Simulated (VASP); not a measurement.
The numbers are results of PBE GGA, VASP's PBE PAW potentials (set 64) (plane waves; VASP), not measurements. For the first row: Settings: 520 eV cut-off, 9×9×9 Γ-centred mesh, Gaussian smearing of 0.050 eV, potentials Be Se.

| system | energy (eV/atom) |
|---|---|
| BeSe (zinc blende) | -4.4297 |
| Be atom | -0.0385 |
| Se atom | -0.8862 |

Atoms are spin-polarised in a large box without symmetry, with the spin fixed by Hund's rule, and may not be in the lowest state of each functional; no zero-point energy is added.

Q: What is the cohesive energy per atom of BeSe?

A: The references average (1×(-0.0385) + 1×(-0.8862))/2 = -0.4623 eV, so the cohesive energy is -0.4623 − (-4.4297) = 3.967 eV/atom.
